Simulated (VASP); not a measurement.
Output of a VASP run:

File OUTCAR:
```
 ion  position               nearest neighbor table
   1  0.490  0.503  0.501-   6 1.88   4 1.91   3 1.95   3 1.95   4 1.96   5 1.99   2 3.44   2 3.46
                             2 3.49   2 3.50   2 3.51   2 3.52   2 3.55   2 3.56
   2  0.000  0.996  0.007-   5 1.90   4 1.92   3 1.93   6 1.94   6 1.94   5 1.97   1 3.44   1 3.46
                             1 3.49   1 3.50   1 3.51   1 3.52   1 3.55   1 3.56
   3  0.692  0.696  0.003-   2 1.93   1 1.95   1 1.95
   4  0.304  0.300  0.990-   1 1.91   2 1.92   1 1.96
   5  0.814  0.199  0.492-   2 1.90   2 1.97   1 1.99
   6  0.199  0.806  0.506-   1 1.88   2 1.94   2 1.94
  LATTYP: Found a simple tetragonal cell.
 ALAT       =     4.4766900000
 C/A-ratio  =     0.6684715716
 Subroutine PRICEL returns:
 Original cell was already a primitive cell.
 Subroutine GETGRP returns: Found  1 space group operations
The static configuration has the point symmetry C_1 .
The dynamic configuration has the point symmetry C_1 .
 Subroutine INISYM returns: Found  1 space group operations
 Subroutine IBZKPT returns following result:
 Found    164 irreducible k-points:

 Following reciprocal coordinates:
            Coordinates               Weight
  0.000000  0.000000  0.000000      1.000000
  0.166667  0.000000  0.000000      2.000000
  0.000000  0.166667  0.000000      2.000000
  0.333333  0.000000  0.000000      2.000000
  0.000000  0.333333  0.000000      2.000000
  0.500000  0.000000  0.000000      1.000000
  0.000000  0.500000  0.000000      1.000000
  0.166667  0.166667  0.000000      2.000000
 -0.166667  0.166667  0.000000      2.000000
  0.333333  0.166667  0.000000      2.000000
 -0.166667  0.333333  0.000000      2.000000
 -0.333333  0.166667  0.000000      2.000000
  0.166667  0.333333  0.000000      2.000000
  0.500000  0.166667  0.000000      2.000000
 -0.166667  0.500000  0.000000      2.000000
  0.333333  0.333333  0.000000      2.000000
 -0.333333  0.333333  0.000000      2.000000
  0.500000  0.333333  0.000000      2.000000
 -0.333333  0.500000  0.000000      2.000000
  0.500000  0.500000  0.000000      1.000000
  0.000000  0.000000  0.111111      2.000000
  0.166667  0.000000  0.111111      2.000000
  0.000000  0.166667  0.111111      2.000000
 -0.166667  0.000000  0.111111      2.000000
  0.000000 -0.166667  0.111111      2.000000
  0.333333  0.000000  0.111111      2.000000
  0.000000  0.333333  0.111111      2.000000
 -0.333333  0.000000  0.111111      2.000000
  0.000000 -0.333333  0.111111      2.000000
  0.500000  0.000000  0.111111      2.000000
  0.000000  0.500000  0.111111      2.000000
  0.166667  0.166667  0.111111      2.000000
 -0.166667  0.166667  0.111111      2.000000
 -0.166667 -0.166667  0.111111      2.000000
  0.166667 -0.166667  0.111111      2.000000
  0.333333  0.166667  0.111111      2.000000
 -0.166667  0.333333  0.111111      2.000000
 -0.333333 -0.166667  0.111111      2.000000
  0.166667 -0.333333  0.111111      2.000000
 -0.333333  0.166667 -0.111111      2.000000
   k-points           NKPTS =    164   k-points in BZ     NKDIM =    164   number of bands    NBANDS=      8
   number of dos      NEDOS =    301   number of ions     NIONS =      6
   total plane-waves  NPLWV =  14112
   dimension x,y,z NGX =    28 NGY =   28 NGZ =   18
   dimension x,y,z NGXF=    56 NGYF=   56 NGZF=   36
   ions per type =               2   4
   PREC   = accura    normal or accurate (medium, high low for compatibility)
   ISTART =      0    job   : 0-new  1-cont  2-samecut
   ICHARG =      2    charge: 1-file 2-atom 10-const
   ISPIN  =      1    spin polarized calculation?
   LNONCOLLINEAR =      F non collinear calculations
   LSORBIT =      F    spin-orbit coupling
   INIWAV =      1    electr: 0-lowe 1-rand  2-diag
   ENCUT  =  300.0 eV  22.05 Ry    4.70 a.u.   6.32  6.32  4.23*2*pi/ulx,y,z
   NELM   =    100;   NELMIN=  2; NELMDL= -5     # of ELM steps
   EDIFF  = 0.1E-05   stopping-criterion for ELM
   LREAL  =      F    real-space projection
...
```

OSZICAR:
```
       N       E                     dE             d eps       ncg     rms          rms(c)
DAV:   1    -0.348552275071E+01   -0.34855E+01   -0.23786E+03  2648   0.475E+02
DAV:   2    -0.183703214882E+02   -0.14885E+02   -0.14162E+02  3480   0.696E+01
DAV:   3    -0.187823480840E+02   -0.41203E+00   -0.41203E+00  3352   0.157E+01
DAV:   4    -0.187830864770E+02   -0.73839E-03   -0.73839E-03  3704   0.683E-01
DAV:   5    -0.187830885943E+02   -0.21173E-05   -0.21173E-05  3352   0.282E-02    0.604E+00
DAV:   6    -0.179657425303E+02    0.81735E+00   -0.64048E-01  2864   0.460E+00    0.315E+00
DAV:   7    -0.176701930595E+02    0.29555E+00   -0.83848E-01  3016   0.560E+00    0.475E-01
DAV:   8    -0.176743319486E+02   -0.41389E-02   -0.11073E-02  3024   0.820E-01    0.736E-02
DAV:   9    -0.176742091627E+02    0.12279E-03   -0.44271E-04  3904   0.141E-01    0.155E-02
DAV:  10    -0.176742172667E+02   -0.81040E-05   -0.16282E-05  3088   0.333E-02    0.711E-03
DAV:  11    -0.176742168449E+02    0.42181E-06   -0.32285E-06  2728   0.105E-02
   1 F= -.17674217E+02 E0= -.17674217E+02  d E =-.435914E-12
```

File OUTCAR:
```
------------------------ aborting loop because EDIFF is reached ----------------------------------------
  FORCE on cell =-STRESS in cart. coord.  units (eV):
  Direction    XX          YY          ZZ          XY          YZ          ZX
  --------------------------------------------------------------------------------------
  Total       -0.4933986     -0.4908945     -0.2855451     -0.0274488      0.0073648     -0.1180026
  in kB      -13.1811854    -13.1142893     -7.6283625     -0.7332982      0.1967522     -3.1524492
  external PRESSURE =     -11.3079457 kB  Pullay stress =       0.0000000 kB
  volume of cell :       59.97
      direct lattice vectors                 reciprocal lattice vectors
     4.476690000  0.000000000  0.000000000     0.223379327  0.000000000  0.000000000
     0.000000000  4.476690000  0.000000000     0.000000000  0.223379327  0.000000000
     0.000000000  0.000000000  2.992540000     0.000000000  0.000000000  0.334164289
 POSITION                                       TOTAL-FORCE (eV/Angst)
 -----------------------------------------------------------------------------------
      2.19206      2.25323      1.50022         0.282242     -0.216760     -0.077009
      0.00110      4.45987      0.01946        -0.078418      0.061991     -0.130976
      3.09886      3.11463      0.01005         0.005542      0.000472     -0.026424
      1.36148      1.34115      2.96356         0.032655      0.036452      0.122426
      3.64617      0.88968      1.47328        -0.160451      0.093294      0.137738
      0.89206      3.60986      1.51479        -0.081570      0.024550     -0.025755
 -----------------------------------------------------------------------------------
    total drift:                                0.000069      0.000002     -0.000030
  FREE ENERGIE OF THE ION-ELECTRON SYSTEM (eV)
  ---------------------------------------------------
  free  energy   TOTEN  =       -17.6742168449 eV

  energy  without entropy=      -17.6742168449  energy(sigma->0) =      -17.67421684
```
(Selected blocks of OUTCAR.)

### POSCAR
```
MgH2
1
    4.4766900000     0.0000000000     0.0000000000
    0.0000000000     4.4766900000     0.0000000000
    0.0000000000     0.0000000000     2.9925400000
Mg H
2 4
Direct
  0.4896600000   0.5033260000   0.5013190000
  0.0002460000  -0.0037580000   0.0065020000
  0.6922210000   0.6957430000   0.0033580000
  0.3041260000   0.2995850000  -0.0096830000
  0.8144790000   0.1987370000   0.4923160000
  0.1992680000   0.8063670000   0.5061880000
```

Task: Write an INCAR and KPOINTS that could have produced this output.

Result: This is not unique; one that fits is the input of the run itself, PBEsol GGA, plane waves, VASP's PBE PAW potentials (set 64).

INCAR:
```
SYSTEM = MgH2
PREC = Accurate; ENCUT = 300; LREAL = .FALSE.
LASPH = .TRUE.
EDIFF = 1E-6; NELM = 100; ALGO = Normal
ISMEAR = -1; SIGMA = 0.01
GGA = PS
ISIF = 2
LWAVE = .FALSE.; LCHARG = .FALSE.
```

**KPOINTS**
```
Automatic mesh
0
Gamma
6 6 9
0 0 0
```

POTCAR, in this order: Mg H (PBE.64 set). Program: vasp_std.

At this cut-off the stress carries a Pulay error, which pulls relaxed volumes low.

The structure comes from a computed database's MgH2 entry; how it stands against other phases isn't given here. The cell was not relaxed at this level, atoms are displaced from their ideal sites. The run is one of a series of settings (GGA = PS against the base run), some of them coarse on purpose.
